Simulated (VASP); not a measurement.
Energy against volume of Pb (fcc). Level of theory: rev-vdW-DF2, VASP's PBE PAW potentials (set 64) (plane waves; VASP). Numerical set-up: 520 eV cut-off, 13×13×13 Γ-centred mesh, first-order Methfessel-Paxton smearing of 0.10 eV, potentials Pb_d.

```csv
V (Å³/atom),E (eV/atom)
29.022,-0.72610
29.948,-0.74093
30.874,-0.74634
31.800,-0.74417
```

Q: Fit these four points and predict the energy of the run at 32.727 Å³/atom.

A: A cubic in V^(−2/3), the third-order Birch-Murnaghan form, passes through the four points with V0 = 31.04 Å³/atom and B0 = 42 GPa, and gives -0.7359 eV/atom there. The run gave -0.7359 eV/atom, -0.0 meV/atom from the fit; all five points give B0 = 42 GPa.

The compound is Pb in the fcc structure. It was relaxed first.
